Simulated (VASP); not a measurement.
VASP ran on this input.

**INCAR**
```
! general
SYSTEM  = Cs
PREC    = Accurate
ENCUT   = 300   ! plane-wave cut-off (eV)
LREAL   = .FALSE.   ! projection in real space or not
LASPH   = .TRUE.   ! aspherical one-centre terms

! electronic loop
EDIFF   = 1E-6   ! SCF stop (eV)
NELM    = 100   ! most electronic steps
ALGO    = Normal
LMAXMIX = 4   ! l cut-off of mixed one-centre charges

! smearing
ISMEAR  = -1
SIGMA   = 0.136

! functional
GGA     = PE

! ions
ISIF    = 2   ! forces and stress, cell fixed

! output
LWAVE   = .FALSE.
LCHARG  = .FALSE.
```

File POSCAR:
```
Cs
1
   -3.0554900000     3.0554900000     3.0554900000
    3.0554900000    -3.0554900000     3.0554900000
    3.0554900000     3.0554900000    -3.0554900000
Cs
1
Direct
  0.0000000000   0.0000000000   0.0000000000
```

KPOINTS:
```
Automatic mesh
0
Gamma
 5 5 5
0 0 0
```

POTCAR, in this order: Cs_sv (PBE.64 set). Program: vasp_std.

### Question
Write an equivalent input for Ansatz.

### Answer
One equivalent input (not run):
Ansatz 0.2 input:
```yaml
crystal:
  lattice:
    - [-3.0554900, 3.0554900, 3.0554900]
    - [3.0554900, -3.0554900, 3.0554900]
    - [3.0554900, 3.0554900, -3.0554900]
  atoms:
    - { symbol: Cs, position: [0.0000000, 0.0000000, 0.0000000] }
kpoints:
  mp_grid: { grid: [5, 5, 5] }
hamiltonian:
  xc: pbe
  pseudopotentials: { kind: paw }
scf:
  occupations: { method: fermi_dirac, width: 0.136 }
  max_iter: 100
output: { forces: true, stress: true, eigenvalues: true }
```
Limits of the translation: each code has its own PAW files, so the cut-off isn't converted (ENCUT is set for VASP's; basis.ecutwfc is left out, and Ansatz then takes the one that its files recommend); Ansatz stops its SCF on the density residual and VASP on the energy change (EDIFF).

The structure is a typed Cs crystal (Im-3m). The cell was not relaxed at this level.
